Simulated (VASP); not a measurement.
All values below come from LDA (Ceperley-Alder, Perdew-Zunger), VASP's LDA PAW potentials (set 64) (plane waves; VASP).

VASP ran on this input.

**POSCAR**
```
Hf
1.0
  1.5612440425  -2.7041539690   0.0000000000
  1.5612440425   2.7041539690   0.0000000000
  0.0000000000   0.0000000000   4.9372616339
Hf
2
Cart
  1.5612440425   0.9013864591   1.2343154085
  1.5612440425  -0.9013864591   3.7029462254
```

### INCAR
```
SYSTEM = Hf
PREC = Accurate
ENCUT = 400
EDIFF = 1E-6
NELM = 100
ALGO = Normal
LREAL = .FALSE.
LASPH = .TRUE.
ISMEAR = 1
SIGMA = 0.1
LMAXMIX = 6
LWAVE = .FALSE.
LCHARG = .FALSE.
IBRION = 2
ISIF = 3
NSW = 60
EDIFFG = -0.01
```

KPOINTS:
```
Automatic mesh
0
Gamma
12 12 7
0 0 0
```

POTCAR, in this order: Hf_pv (LDA.64 set). Program: vasp_std.

Output

File OUTCAR:
```
 ion  position               nearest neighbor table
   1  0.333  0.667  0.250-   2 3.06   2 3.06   2 3.06   2 3.06   2 3.06   2 3.06
   2  0.667  0.333  0.750-   1 3.06   1 3.06   1 3.06   1 3.06   1 3.06   1 3.06
  LATTYP: Found a hexagonal cell.
 ALAT       =     3.1224880541
 C/A-ratio  =     1.5811947230
 Subroutine PRICEL returns:
 Original cell was already a primitive cell.
 Subroutine GETGRP returns: Found 24 space group operations
The static configuration has the point symmetry D_3d.
 The point group associated with its full space group is D_6h.
The dynamic configuration has the point symmetry D_3d.
 Subroutine INISYM returns: Found 24 space group operations
 Subroutine IBZKPT returns following result:
 Found     76 irreducible k-points:

 Following reciprocal coordinates:
            Coordinates               Weight
  0.000000  0.000000  0.000000      1.000000
  0.083333  0.000000  0.000000      6.000000
  0.166667  0.000000  0.000000      6.000000
  0.250000  0.000000  0.000000      6.000000
  0.333333  0.000000  0.000000      6.000000
  0.416667  0.000000  0.000000      6.000000
  0.500000  0.000000  0.000000      3.000000
...
```

File OSZICAR:
```
       N       E                     dE             d eps       ncg     rms          rms(c)
DAV:   1     0.399697774115E+02    0.39970E+02   -0.10301E+04  2144   0.112E+03
DAV:   2    -0.203448511491E+02   -0.60315E+02   -0.59042E+02  2674   0.242E+02
DAV:   3    -0.220763328526E+02   -0.17315E+01   -0.16906E+01  2836   0.279E+01
DAV:   4    -0.220917747678E+02   -0.15442E-01   -0.15436E-01  2472   0.321E+00
DAV:   5    -0.220920082433E+02   -0.23348E-03   -0.23347E-03  2910   0.310E-01    0.685E+01
DAV:   6    -0.215783650437E+02    0.51364E+00   -0.44821E-01  2254   0.504E+00    0.403E+01
DAV:   7    -0.213942135463E+02    0.18415E+00   -0.71068E-01  2266   0.610E+00    0.200E+00
DAV:   8    -0.213860819670E+02    0.81316E-02   -0.45102E-02  2368   0.167E+00    0.382E-01
DAV:   9    -0.213861657457E+02   -0.83779E-04   -0.10087E-03  2962   0.247E-01    0.202E-01
DAV:  10    -0.213861641335E+02    0.16121E-05   -0.38633E-05  2418   0.520E-02    0.246E-01
DAV:  11    -0.213861601504E+02    0.39832E-05   -0.45459E-06  2662   0.156E-02    0.204E-02
DAV:  12    -0.213861601260E+02    0.24363E-07   -0.50902E-07  1592   0.611E-03
   1 F= -.21386160E+02 E0= -.21385662E+02  d E =-.213862E+02
```

File OUTCAR:
```
------------------------ aborting loop because EDIFF is reached ----------------------------------------
  FORCE on cell =-STRESS in cart. coord.  units (eV):
  Direction    XX          YY          ZZ          XY          YZ          ZX
  --------------------------------------------------------------------------------------
  Total       -0.0059270     -0.0059270      0.0181530      0.0000000      0.0000000      0.0000000
  in kB       -0.2277876     -0.2277876      0.6976562      0.0000000      0.0000000      0.0000000
  external PRESSURE =       0.0806937 kB  Pullay stress =       0.0000000 kB
  volume of cell :       41.69
      direct lattice vectors                 reciprocal lattice vectors
     1.561244043 -2.704153969  0.000000000     0.320257427 -0.184900714  0.000000000
     1.561244043  2.704153969  0.000000000     0.320257427  0.184900714  0.000000000
     0.000000000  0.000000000  4.937261634     0.000000000  0.000000000  0.202541424
 POSITION                                       TOTAL-FORCE (eV/Angst)
 -----------------------------------------------------------------------------------
      1.56124      0.90139      1.23432        -0.000000      0.000000      0.000000
      1.56124     -0.90139      3.70295         0.000000     -0.000000      0.000000
 -----------------------------------------------------------------------------------
    total drift:                               -0.000004      0.000177     -0.000016
  FREE ENERGIE OF THE ION-ELECTRON SYSTEM (eV)
  ---------------------------------------------------
  free  energy   TOTEN  =       -21.3861601260 eV

  energy  without entropy=      -21.3846654933  energy(sigma->0) =      -21.38566192

 reached required accuracy - stopping structural energy minimisation
```
(Selected blocks of OUTCAR.)

The compound is Hf in the hcp structure. It was relaxed first, which changed the volume by -6 %. The start is the result of an earlier pass.
